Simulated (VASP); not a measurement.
A VASP calculation is set up with these files.

**KPOINTS**
```
Automatic mesh
0
Gamma
11 11 11
0 0 0
```

**INCAR**
```
SYSTEM = Al
PREC = Accurate
ENCUT = 400
EDIFF = 1E-6
NELM = 100
ALGO = Normal
LREAL = .FALSE.
LASPH = .TRUE.
ISMEAR = 1
SIGMA = 0.1
GGA = PE
LWAVE = .FALSE.
LCHARG = .FALSE.
ISIF = 2
```

### POSCAR
```
Al
1
    2.0655000000     0.0000000000     2.0655000000
    0.0000000000     2.0655000000     2.0655000000
    2.0655000000     2.0655000000     0.0000000000
Al
1
Direct
  0.0000000000   0.0000000000   0.0000000000
```

POTCAR, in this order: Al (PBE.64 set). Program: vasp_std.

The resulting files:

**standard output**
```
 -----------------------------------------------------------------------------
|                                                                             |
|     EEEEEEE  RRRRRR   RRRRRR   OOOOOOO  RRRRRR      ###     ###     ###     |
|     E        R     R  R     R  O     O  R     R     ###     ###     ###     |
|     E        R     R  R     R  O     O  R     R     ###     ###     ###     |
|     EEEEE    RRRRRR   RRRRRR   O     O  RRRRRR       #       #       #      |
|     E        R   R    R   R    O     O  R   R                               |
|     E        R    R   R    R   O     O  R    R      ###     ###     ###     |
|     EEEEEEE  R     R  R     R  OOOOOOO  R     R     ###     ###     ###     |
|                                                                             |
|     ERROR: the triple product of the basis vectors is negative exchange     |
|     two basis vectors                                                       |
|                                                                             |
|       ---->  I REFUSE TO CONTINUE WITH THIS SICK JOB ... BYE!!! <----       |
|                                                                             |
 -----------------------------------------------------------------------------
```

Q: Read input and log: which fault does this run have?
A) EDIFF is too loose for the force threshold
B) ALGO = VeryFast starts from random orbitals with almost no delay (NELMDL = -1)
C) simple mixing (IMIX = 1) with AMIX above 1 overshoots
D) the lattice vectors form a left-handed set

A: D, the lattice vectors form a left-handed set. VASP stops with an error: ERROR: the triple product of the basis vectors is negative exchange two basis vectors ----> I REFUSE TO CONTINUE WITH THIS SICK JOB ... BYE!!! <----

To mend it, correct POSCAR.
File POSCAR:
```
Al
1
    0.0000000000     2.0655000000     2.0655000000
    2.0655000000     0.0000000000     2.0655000000
    2.0655000000     2.0655000000     0.0000000000
Al
1
Direct
  0.0000000000   0.0000000000   0.0000000000
```
The mended run (PBE GGA, plane waves, VASP's PBE PAW potentials (set 64)) converges, and its OSZICAR ends with
```
   1 F= -.37365739E+01 E0= -.37361168E+01  d E =-.137133E-02
```

The compound is Al in the fcc structure. The cell was not relaxed at this level.
